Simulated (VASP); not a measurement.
All values below come from PBEsol GGA, VASP's PBE PAW potentials (set 64) (plane waves; VASP 6.6.1).

VASP input:

**INCAR**
```
SYSTEM = MnS
PREC = Accurate
ENCUT = 400
EDIFF = 1E-7
NELM = 100
ALGO = Normal
LREAL = .FALSE.
LASPH = .TRUE.
ISMEAR = 0
SIGMA = 0.05
GGA = PS
LMAXMIX = 4
ISPIN = 2
MAGMOM = 4.0 -4.0 0.0 0.0
LORBIT = 11
LWAVE = .FALSE.
LCHARG = .FALSE.
ICHARG = 11
```

POSCAR:
```
MnS
1
    5.0117357045     2.4948161930     2.4948161930
    2.4948161930     5.0117357045     2.4948161930
    2.4948161930     2.4948161930     5.0117357045
Mn S
2 2
Direct
  0.0000000000   1.0000000000   0.0000000000
  0.5000000000   0.5000000000   0.5000000000
  0.2500000000   0.2500000000   0.2500000000
  0.7500000000   0.7500000000   0.7500000000
```

KPOINTS:
```
k-points along high-symmetry lines
12
Line-mode
Reciprocal
  0.000000   0.000000   0.000000 ! GAMMA
  0.500000   0.500000   0.500000 ! T

  0.500000   0.500000   0.500000 ! T
  0.812500   0.187500   0.500000 ! H_2

  0.500000  -0.187500   0.187500 ! H_0
  0.500000  -0.000000  -0.000000 ! L

  0.500000  -0.000000  -0.000000 ! L
  0.000000   0.000000   0.000000 ! GAMMA

  0.000000   0.000000   0.000000 ! GAMMA
  0.343750  -0.343750   0.000000 ! S_0

  0.656250  -0.000000   0.343750 ! S_2
  0.500000   0.000000   0.500000 ! F

  0.500000   0.000000   0.500000 ! F
  0.000000   0.000000   0.000000 ! GAMMA
```

POTCAR, in this order: Mn_pv S (PBE.64 set). Program: vasp_std. Read from the step before: CHGCAR.

Output

### OSZICAR
```
       N       E                     dE             d eps       ncg     rms          rms(c)
DAV:   1     0.318485426324E+03    0.31849E+03   -0.19465E+04  8736   0.154E+03
DAV:   2    -0.333595617856E+01   -0.32182E+03   -0.31706E+03  8015   0.434E+02
DAV:   3    -0.277554996052E+02   -0.24420E+02   -0.23707E+02 10317   0.113E+02
DAV:   4    -0.284443986628E+02   -0.68890E+00   -0.67565E+00  8246   0.187E+01
DAV:   5    -0.284650336860E+02   -0.20635E-01   -0.20631E-01  9849   0.325E+00
DAV:   6    -0.284654671495E+02   -0.43346E-03   -0.43345E-03  8826   0.512E-01
DAV:   7    -0.284654863482E+02   -0.19199E-04   -0.19197E-04 10506   0.105E-01
DAV:   8    -0.284654870297E+02   -0.68146E-06   -0.68202E-06  8992   0.184E-02
DAV:   9    -0.284654870677E+02   -0.37962E-07   -0.38026E-07  8498   0.410E-03
   1 F= -.28465487E+02 E0= -.28465487E+02  d E =-.202249E-06  mag=     0.0000
```

OUTCAR:
```



 magnetization (x)

# of ion       s       p       d       tot
------------------------------------------
    1        0.018   0.011   3.953   3.982
    2       -0.018  -0.011  -3.953  -3.982
    3        0.000   0.000   0.000   0.000
    4        0.000   0.000   0.000   0.000
--------------------------------------------------
tot          0.000   0.000   0.000   0.000
```
(Selected blocks of OUTCAR.)

File OUTCAR:
```
 val. band max:        7.6190013434   @ k =   0.5000   0.5000   0.5000

 cond. band min:       7.9224443799   @ k =   0.5000   0.0000   0.0000



 spin component 1

 k-point     1 :       0.0000    0.0000    0.0000
  band No.  band energies     occupation
      1     -42.4994      1.00000
      2     -42.4994      1.00000
      3     -42.4913      1.00000
      4     -38.2254      1.00000
      5     -38.2254      1.00000
      6     -38.1891      1.00000
      7      -7.3601      1.00000
      8      -5.6882      1.00000
      9       0.3384      1.00000
     10       3.0406      1.00000
     11       3.0406      1.00000
     12       4.7320      1.00000
     13       4.7320      1.00000
     14       4.9475      1.00000
     15       5.9615      1.00000
     16       5.9615      1.00000
     17       6.0279      1.00000
     18       6.0918      1.00000
     19       6.0918      1.00000
     20       8.4792      0.00000
     21       8.4792      0.00000
     22       8.6456      0.00000
     23      10.4319      0.00000

 k-point     2 :       0.0455    0.0455    0.0455
  band No.  band energies     occupation
      1     -42.4993      1.00000
      2     -42.4993      1.00000
      3     -42.4913      1.00000
      4     -38.2253      1.00000
      5     -38.2253      1.00000
      6     -38.1891      1.00000
      7      -7.3539      1.00000
      8      -5.7006      1.00000
      9       0.3618      1.00000
     10       3.0448      1.00000
     11       3.0448      1.00000
     12       4.7326      1.00000
     13       4.7326      1.00000
     14       4.9342      1.00000
     15       5.8274      1.00000
     16       5.8274      1.00000
     17       5.9949      1.00000
     18       6.2290      1.00000
     19       6.2290      1.00000
     20       8.4771      0.00000
     21       8.4772      0.00000
     22       8.6431      0.00000
     23      10.4177      0.00000

...
```

The density is held fixed in this step, so its total energy and stress have no physical meaning.

The compound is MnS in the rock salt, AFM-II order structure. It was relaxed first, which changed the volume by -11 %.
